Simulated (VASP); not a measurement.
VASP input:

POSCAR:
```
V
1
   -1.5150000000     1.5150000000     1.5150000000
    1.5150000000    -1.5150000000     1.5150000000
    1.5150000000     1.5150000000    -1.5150000000
V
1
Direct
  0.0000000000   0.0000000000   0.0000000000
```

**INCAR**
```
SYSTEM = V
PREC = Accurate
ENCUT = 400
EDIFF = 1E-6
NELM = 100
ALGO = Normal
LREAL = .FALSE.
LASPH = .TRUE.
ISMEAR = 1
SIGMA = 0.1
GGA = PE
LMAXMIX = 4
LWAVE = .FALSE.
LCHARG = .FALSE.
ISIF = 2
```

KPOINTS:
```
Automatic mesh
0
Monkhorst-Pack
13 12 6
0 0 0
```

POTCAR, in this order: V_sv (PBE.64 set). Program: vasp_std.

Output

**standard output**
```
 POSCAR found type information on POSCAR V
 POSCAR found :  1 types and       1 ions
 Reading from existing POTCAR
 Reading from existing POTCAR
 LDA part: xc-table for (Slater+PW92), standard interpolation

 -----------------------------------------------------------------------------
|                                                                             |
|           W    W    AA    RRRRR   N    N  II  N    N   GGGG   !!!           |
|           W    W   A  A   R    R  NN   N  II  NN   N  G    G  !!!           |
|           W    W  A    A  R    R  N N  N  II  N N  N  G       !!!           |
|           W WW W  AAAAAA  RRRRR   N  N N  II  N  N N  G  GGG   !            |
|           WW  WW  A    A  R   R   N   NN  II  N   NN  G    G                |
|           W    W  A    A  R    R  N    N  II  N    N   GGGG   !!!           |
|                                                                             |
|     Your reciprocal lattice and k-lattice belong to different lattice       |
|     classes:                                                                |
|                                                                             |
|        The reciprocal lattice is face-centered cubic,                       |
|        whereas your k-lattice is triclinic.                                 |
|                                                                             |
|     Results are often still useful ...                                      |
|                                                                             |
 -----------------------------------------------------------------------------

 POSCAR, INCAR and KPOINTS ok, starting setup
 WAVECAR not read
 entering main loop
       N       E                     dE             d eps       ncg     rms          rms(c)
DAV:   1     0.703091500020E+02    0.70309E+02   -0.64423E+03  9088   0.118E+03
DAV:   2    -0.920155402186E+01   -0.79511E+02   -0.77743E+02  9372   0.328E+02
DAV:   3    -0.104285972694E+02   -0.12270E+01   -0.12019E+01  9552   0.475E+01
DAV:   4    -0.104364215858E+02   -0.78243E-02   -0.78218E-02  9188   0.385E+00
DAV:   5    -0.104364916643E+02   -0.70079E-04   -0.70078E-04  9426   0.376E-01    0.175E+01
DAV:   6    -0.901637601646E+01    0.14201E+01   -0.60736E+00  9090   0.363E+01    0.143E+00
DAV:   7    -0.899864596813E+01    0.17730E-01   -0.20693E-02  9130   0.234E+00    0.917E-01
DAV:   8    -0.898991512829E+01    0.87308E-02   -0.65189E-03  9198   0.132E+00    0.569E-02
DAV:   9    -0.898995339090E+01   -0.38263E-04   -0.74521E-05  9106   0.136E-01    0.292E-02
DAV:  10    -0.898995474751E+01   -0.13566E-05   -0.61033E-06  9180   0.324E-02    0.126E-03
DAV:  11    -0.898995528095E+01   -0.53344E-06   -0.13074E-07  4550   0.574E-03
   1 F= -.89899553E+01 E0= -.89897206E+01  d E =-.704147E-03
```

OUTCAR:
```
------------------------ aborting loop because EDIFF is reached ----------------------------------------
  FORCE on cell =-STRESS in cart. coord.  units (eV):
  Direction    XX          YY          ZZ          XY          YZ          ZX
  --------------------------------------------------------------------------------------
  Total       -0.6250864     -0.6250864     -0.6250864     -0.0000000     -0.0000000      0.0000000
  in kB      -72.0033550    -72.0033550    -72.0033550     -0.0000000     -0.0000000      0.0000000
  external PRESSURE =     -72.0033550 kB  Pullay stress =       0.0000000 kB
  volume of cell :       13.91
      direct lattice vectors                 reciprocal lattice vectors
    -1.515000000  1.515000000  1.515000000     0.000000000  0.330033003  0.330033003
     1.515000000 -1.515000000  1.515000000     0.330033003  0.000000000  0.330033003
     1.515000000  1.515000000 -1.515000000     0.330033003  0.330033003  0.000000000
 POSITION                                       TOTAL-FORCE (eV/Angst)
 -----------------------------------------------------------------------------------
      0.00000      0.00000      0.00000         0.000000      0.000000     -0.000000
 -----------------------------------------------------------------------------------
    total drift:                                0.000000      0.000000      0.000000
  FREE ENERGIE OF THE ION-ELECTRON SYSTEM (eV)
  ---------------------------------------------------
  free  energy   TOTEN  =        -8.9899552809 eV

  energy  without entropy=       -8.9892511341  energy(sigma->0) =       -8.98972057
```
(Selected blocks of OUTCAR.)

Q: From input and log, find the fault in this run and mend it.

A: The cause: the mesh has unequal divisions along equivalent axes and breaks the lattice's symmetry. The run ends without an error. Against the sound run, the energy per atom (σ→0) falls by 0.008 eV/atom; the pressure falls by 0.33 GPa. To mend it, correct KPOINTS.
File KPOINTS:
```
Automatic mesh
0
Gamma
13 13 13
0 0 0
```
The mended run (PBE GGA, plane waves, VASP's PBE PAW potentials (set 64)) converges, and its OSZICAR ends with
```
   1 F= -.89819533E+01 E0= -.89819094E+01  d E =-.131742E-03
```

The compound is V in the bcc structure. The cell was not relaxed at this level. The run is not spin-polarised, so no magnetic state was tried.
